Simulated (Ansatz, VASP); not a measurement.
# InGaSbAs ([001] superlattice of 1 + 1 monolayers (invented)) in two plane-wave programs, part 2 of 2

Aim: how closely do two programs agree when they are given the same cell, functional and k mesh? The cell is generated by rule, not measured, and may not be a known phase. The cell is taken from a series of runs on this material, whose earlier steps may have relaxed, scaled, displaced or heated it; both programs get it as it stands.

VASP 6.6.1 and Ansatz 0.2.0.

So far: The structure; VASP: relaxation of cell and atoms, r2SCAN.

### 3. Ansatz: relaxation of cell and atoms, r2SCAN

Level of this step: Ansatz beside VASP: Kohn-Sham DFT, plane waves, r2SCAN (Ansatz).

Ansatz runs on its PAW soft_1 files.

The same cell, functional, mesh and smearing now go to Ansatz, which takes its cutoff from its data sets.

input.yaml

```yaml
crystal:
  lattice:
    - [4.3026280514, 0.0, 0.0]
    - [0.0, 4.3412130445, 0.0]
    - [0.0, 0.0, 6.1463019357]
  atoms:
    - { symbol: In, position: [0.0, 0.0, 0.0188198835] }
    - { symbol: As, position: [0.0, 0.5, 0.2668112434] }
    - { symbol: Ga, position: [0.5, 0.5, 0.4841893157] }
    - { symbol: Sb, position: [0.5, 0.0, 0.7301795574] }
kpoints:
  mp_grid: { grid: [8, 8, 6] }
hamiltonian:
  xc: r2scan
  pseudopotentials: { kind: paw, azcp: { folder: soft_1 } }
scf:
  occupations: { method: gaussian, width: 0.01 }
output:
  forces: true
  stress: true
  eigenvalues: true
relax:
  adjacent_minimum: "off"
  f_tol: 0.005
  max_steps: 80
  cell: { stress_tol: 0.05 }
```

On the command line:

```sh
$ ansatz run input.yaml --threads 4 --pin off --max-ram 9216MiB --backend cpu --events-out ev --progress --plain --runs-dir out
```

Numbers of over 12 decimals in the logs are rounded to 6 here.

The program printed:

```text
Engine: ansatz 0.2.0, x86_64-unknown-linux-gnu
Pseudopotentials: kind: paw
Pseudopotential: In, paw, valence charge 13, recommended cutoff 500 eV (meta_gga), soft_1/In.paw.azcp
Pseudopotential: As, paw, valence charge 15, recommended cutoff 500 eV (meta_gga), soft_1/As.paw.azcp
Pseudopotential: Ga, paw, valence charge 13, recommended cutoff 500 eV (meta_gga), soft_1/Ga.paw.azcp
Pseudopotential: Sb, paw, valence charge 15, recommended cutoff 500 eV (meta_gga), soft_1/Sb.paw.azcp
Functional definition: r2SCAN
  parameter k0 = 0.174
  parameter k1 = 0.065
  parameter a1 = 4.9479
  exchange = r2scan_x(k0 = k0, k1 = k1, a1 = a1)
  correlation = r2scan_c
Crystal: 4 atoms, lattice volume = 114.804 Å³
Basis set: ecut = 500 eV, 2903 PW (Γ), exchange–correlation on 128×128×180 points (64 copies of the dense FFT grid, shifted against one another)
Bands: 34, of which v1, the nominal top of the filled ones, is band 28 counted from 1 (27 counted from 0)
Symmetry: 4 space group operations
Space group: Pmm2 (ITA 25), of the structure as read, at distance tolerance 4.9e-5 Å
k-points: 100 of 384 (time reversal used)
Non-local potential: In, projectors of the file, l = 0: 2, l = 1: 2, l = 2: 2, l = 3: 1
Non-local potential: As, projectors of the file, l = 0: 2, l = 1: 2, l = 2: 3, l = 3: 1
Non-local potential: Ga, projectors of the file, l = 0: 2, l = 1: 2, l = 2: 3, l = 3: 1
Non-local potential: Sb, projectors of the file, l = 0: 2, l = 1: 2, l = 2: 2, l = 3: 1
PAW form: soft (Blöchl's): semilocal exchange-correlation on the pseudo side does not see the compensation charge
PAW frozen core: In, regenerated for the run's functional (the file was generated under x = pbe(κ = 0.804, μ = 0.219515), c = pbe(β = 0.066725))
PAW frozen core: As, regenerated for the run's functional (the file was generated under x = pbe(κ = 0.804, μ = 0.219515), c = pbe(β = 0.066725))
PAW frozen core: Ga, regenerated for the run's functional (the file was generated under x = pbe(κ = 0.804, μ = 0.219515), c = pbe(β = 0.066725))
PAW frozen core: Sb, regenerated for the run's functional (the file was generated under x = pbe(κ = 0.804, μ = 0.219515), c = pbe(β = 0.066725))
PAW one-centre angular grid: In, 590 points (default); XC on 160 Gauss nodes
PAW one-centre angular grid: As, 590 points (default); XC on 160 Gauss nodes
PAW one-centre angular grid: Ga, 590 points (default); XC on 160 Gauss nodes
PAW one-centre angular grid: Sb, 590 points (default); XC on 160 Gauss nodes
Initial density: superposition of atomic densities (chi_scale 0.1, normalization cell, long waves kept (reshape's long-wave potential 0.01 eV rms))
Initial wavefunctions: pseudopotential atomic-orbital guess
Functional: x = r2scan, c = r2scan; τ floored in thin density (d = 2e-4 eV/Å³)
iter 1 solved again at ethr=1.56e-3 eV; its pass at ethr=3.10e-3 eV (dr2=8.73e-1 eV) is discarded
SCF iter   1: F=—  HF=-20766.989100 eV  |F-HF|=—  |Δ(HF+E_count)|=         —  Δρ=3.44e-2  dr2=8.70e-1  dr2_τ=1.56e-2  ethr=1.56e-3  ⟨swp⟩=1.0  Hψ=19058  notcnv=0
preconditioner: auto → Resta (q_TF=auto, 2.421 Å⁻¹)  ε∞=3.0  [insulator: Δε(μ)=0.050 eV  Ē_g=14.709 eV  σ=0.010 eV  W_gap=1.00  n_scr=28 (ndim 8)  ℏωp=20.8 eV  f_vac=0.011  D(μ)=0.00/eV (n_scr^D=0)  ε∞_Penn≈3.0]
SCF iter   2: F=—  HF=-20767.046164 eV  |F-HF|=—  |Δ(HF+E_count)|=   5.71e-2  Δρ=1.95e-2  dr2=3.06e-1  dr2_τ=2.09e-3  ethr=1.55e-3  ⟨swp⟩=2.0  Hψ=4001  notcnv=0
SCF iter   3: F=—  HF=-20767.067710 eV  |F-HF|=—  |Δ(HF+E_count)|=   2.15e-2  Δρ=2.96e-3  dr2=1.20e-2  dr2_τ=1.67e-4  ethr=5.47e-4  ⟨swp⟩=2.9  Hψ=6065  notcnv=0
SCF iter   4: F=—  HF=-20767.059270 eV  |F-HF|=—  |Δ(HF+E_count)|=   8.44e-3  Δρ=1.61e-3  dr2=2.65e-3  dr2_τ=2.86e-5  ethr=2.13e-5  ⟨swp⟩=3.0  Hψ=6461  notcnv=0  defer=52
SCF iter   5: F=—  HF=-20767.060090 eV  |F-HF|=—  |Δ(HF+E_count)|=   8.20e-4  Δρ=3.17e-4  dr2=1.67e-4  dr2_τ=2.87e-6  ethr=4.74e-6  ⟨swp⟩=2.1  Hψ=5722  notcnv=0  defer=58
SCF iter   6: F=—  HF=-20767.060136 eV  |F-HF|=—  |Δ(HF+E_count)|=   4.58e-5  Δρ=9.09e-5  dr2=7.34e-6  dr2_τ=2.00e-7  ethr=2.99e-7  ⟨swp⟩=2.0  Hψ=5477  notcnv=0  defer=58
SCF iter   7: F=—  HF=-20767.060143 eV  |F-HF|=—  |Δ(HF+E_count)|=   7.35e-6  Δρ=3.04e-5  dr2=1.03e-6  dr2_τ=1.80e-8  ethr=1.31e-8  ⟨swp⟩=2.0  Hψ=6139  notcnv=0  defer=58
SCF iter   8: F=—  HF=-20767.060143 eV  |F-HF|=—  |Δ(HF+E_count)|=   1.91e-7  Δρ=7.24e-6  dr2=1.11e-7  dr2_τ=2.90e-9  ethr=1.85e-9  ⟨swp⟩=2.0  Hψ=6142  notcnv=0  defer=58
SCF iter   9: F=-20767.060143 eV  HF=-20767.060143 eV  |F-HF|=7.03e-9  |Δ(HF+E_count)|=   4.58e-8  Δρ=2.30e-6  dr2=9.11e-9  dr2_τ=1.53e-10  ethr=1.79e-10  ⟨swp⟩=7.2  Hψ=15193  notcnv=0
SCF 1 converged in 9 iterations: F = -20767.060143 eV  dr2 = 9.11e-9
  greatest PAW one-centre occupation: 0.999 electrons in one spin orbital (limit 2), on the As atom at site 1 (counted from 0), in its partial waves of l = 2
[...]
SCF iter   3: F=—  HF=-20767.059987 eV  |F-HF|=—  |Δ(HF+E_count)|=   1.34e-5  Δρ=1.71e-4  dr2=2.49e-5  dr2_τ=3.45e-7  ethr=1.29e-7  ⟨swp⟩=1.0  Hψ=3400  notcnv=0
SCF iter   4: F=—  HF=-20767.059995 eV  |F-HF|=—  |Δ(HF+E_count)|=   8.22e-6  Δρ=2.81e-5  dr2=1.35e-6  dr2_τ=2.61e-8  ethr=4.45e-8  ⟨swp⟩=2.0  Hψ=6200  notcnv=0
SCF iter   5: F=—  HF=-20767.059995 eV  |F-HF|=—  |Δ(HF+E_count)|=   4.84e-7  Δρ=1.38e-5  dr2=2.17e-7  dr2_τ=2.13e-9  ethr=2.41e-9  ⟨swp⟩=2.0  Hψ=6178  notcnv=0
SCF iter   6: F=-20767.059995 eV  HF=-20767.059995 eV  |F-HF|=1.55e-9  |Δ(HF+E_count)|=   1.25e-7  Δρ=2.53e-6  dr2=7.85e-9  dr2_τ=1.77e-10  ethr=1.62e-10  ⟨swp⟩=6.0  Hψ=14321  notcnv=0
SCF 2 converged in 6 iterations: F = -20767.059995 eV  dr2 = 7.85e-9
relax step   2: F+E_penalty+E_count = -20767.05999479 eV  Δ(F+E_penalty+E_count) = +1.482e-4 eV  max|allowed force component| = 7.564e-2 eV/Å  Δτ_max = 0.0094 Å  P = +0.059 GPa  Ω = 114.642 Å³  energy of the carried Pulay correction = +2.166e-5 eV  (6 SCF iters, dr2 threshold 9.07e-8 eV, rejected (line search))
[...]
relax step   3: F+E_penalty+E_count = -20767.06030959 eV  Δ(F+E_penalty+E_count) = -1.666e-4 eV  max|allowed force component| = 1.094e-3 eV/Å  Δτ_max = 0.0032 Å  P = -0.000 GPa  Ω = 114.743 Å³  energy of the carried Pulay correction = +8.213e-6 eV  (9 SCF iters, accepted)
[...]
relax step   4: F+E_penalty+E_count = -20767.06030372 eV  Δ(F+E_penalty+E_count) = +5.873e-6 eV  max|allowed force component| = 1.093e-3 eV/Å  Δτ_max = 0.0000 Å  P = -0.000 GPa  Ω = 114.743 Å³  stress off target by 1.65e-2 GPa  SCF on the basis re-selected at this cell (its energy is not comparable with the rows above)  (5 SCF iters)
basis re-selected at this cell: Δ(F+E_penalty+E_count) = +5.873e-6 eV, ΔP = -0.000 GPa vs the last step (what re-selecting the basis moved, of the pressure what is left beyond the Pulay correction that the steps carried, after the strain that the cell walked since its last selection, with what the two solves' SCF thresholds leave and, on support functions, any second-order correction that the steps lacked; it is no m [...]
SCF converged after 5 iterations
Free energy (F): -20767.060304 eV
Harris-Foulkes:  -20767.060304 eV  (|F-HF|=3.64e-12)
Internal energy: -20767.060304 eV  (E = F + TS)
E sigma→0 (E₀):  -20767.060304 eV
Entropy (-TS):   -0.000000 eV (-0.000 meV/atom)
Fermi energy:    7.490106 eV
--- Per-component energies (eV) ---
  E_band       = -624.877642
  E_kinetic    = 589.121252
  E_local      = -6943.607238  (includes V_loc(G=0)·N_el)
  E_nonlocal   = 234.018700
  E_hartree    = 3503.020053
  E_xc         = -344.336241
  E_vxc        = -323.833970  (∫ρ·V_xc dr)
  E_paw        = -12835.669673  (= ΣΔE_a)
  E_vpaw       = -1205.920366  (= ΣTr[D̂ρ^β])
  E_aug_tail   = 0.000018  (compensation charges beyond the density's cutoff)
  E_vtau       = 19.303670  (kinetic-family band-sum trace: ∫τ·v_τ [+ j·A + Jᵃ·Aᵃ] dr)
  E_ewald      = -4968.968322
  E_core_change = -0.638853  (= ΣΔE_core)
  E_smearing   = -0.000000  (= −TS)
  E_closure    = 0.000000  (closes the sum)
  Σ components = -20767.060304   (vs F -20767.060304, Δ=0.00e0)
--- Forces (eV/Å), atoms counted from 1 ---
  atom   1  In     0.00000000    -0.00000000    -0.00009523
  atom   2  As     0.00000000    -0.00000000    -0.00038933
  atom   3  Ga     0.00000000    -0.00000000     0.00109269
  atom   4  Sb    -0.00000000     0.00000000    -0.00060871
  max |Σ_I F_I| component: 5.72e-7 eV/Å
--- Stress (GPa, compression-positive) ---
       -0.007275       0.000000      -0.000000
        0.000000      -0.009735      -0.000000
       -0.000000      -0.000000       0.016472
  P = ⅓ Tr σ = -0.0002 GPa (-0.002 kbar)
--- Band table (eV; the first three rows and the last of 100) ---
  k-point 0: bands = [... 24 lower, 4.7413, 7.0934, 7.2826, 7.3852, 7.5136, 8.9098, 9.3340, 10.8962, ... 2 higher]
  k-point 1: bands = [... 24 lower, 4.8421, 5.9420, 6.9926, 7.2419, 8.3227, 8.9672, 9.6265, 10.7527, ... 2 higher]
  k-point 2: bands = [... 24 lower, 4.9674, 5.1239, 6.4076, 6.7348, 8.7558, 9.3051, 10.0428, 10.7214, ... 2 higher]
  k-point 99: bands = [... 24 lower, 4.0654, 4.1634, 4.2591, 4.3108, 11.3682, 11.4404, 11.6779, 12.0235, ... 2 higher]
--- Relaxed structure (3 steps of the walk, 2 accepted, 1 SCFs on fresh bases) ---
  F+E_penalty+E_count = -20767.06030372 eV   max|allowed force component| = 1.093e-3 eV/Å   (the final SCF, on the basis selected at the relaxed cell)
  cell:  # Å, volume = 114.7428 Å³
    - [4.299424, 4.0162441130977327e-19, 0]
    - [4.0522608799529036e-19, 4.337146, 0]
    - [0, 0, 6.153344]
  atoms:
    - { symbol: In, position: [0, 0, 0.018293] }
    - { symbol: As, position: [0, 0.5, 0.267091] }
    - { symbol: Ga, position: [0.5, 0.5, 0.484440] }
    - { symbol: Sb, position: [0.5, 0, 0.730176] }
```

### 4. Comparison

Known differences besides the potentials themselves: VASP keeps PBE cores, Ansatz makes them for the functional; the data sets hold 56 valence electrons in Ansatz (on its PAW soft_1 files) and 36 in VASP; the cutoff is 500 eV in Ansatz and 550 eV in VASP; Ansatz adds a Pulay correction to the stress that steers its cell, VASP none. Total energies have different zeros and are not compared.

Both answers:

```
                                         quantity  Ansatz    VASP  difference
                                      volume (Å³)  114.74  114.83     -0.07 %
edge a after relaxation, in the typed setting (Å)   4.299   4.301     -0.04 %
edge b after relaxation, in the typed setting (Å)   4.337   4.339     -0.04 %
edge c after relaxation, in the typed setting (Å)   6.153   6.153     +0.00 %
```

### 5. What came out

```
difference in volume (relaxation of cell and atoms, r2SCAN) : -0.073 %
```

The difference in volume is -0.073 % (relaxation of cell and atoms, r2SCAN), within the 1.2 % picked in this series as the mark of a large difference, as far as the stopping tolerances let one tell. The data sets hold unlike numbers of valence electrons (56 in Ansatz and 36 in VASP), so part of the differences comes from the potentials. Such differences can come from data sets, numerical settings and the points named under the comparisons, not from the functional's error against experiment.

[Lines on the potential files, build, host, timing and source positions are cut from VASP's logs without a mark.]

[Logs are printed without paths, hosts, clocks, repeated set-up lines and the standing remarks that a program may print on its own settings, such as how far it seeks lower states.]

[Hosts, paths, dates, database ids (printed as entryN), source tags and the programs' standing remarks are cut or masked in the printed files.]
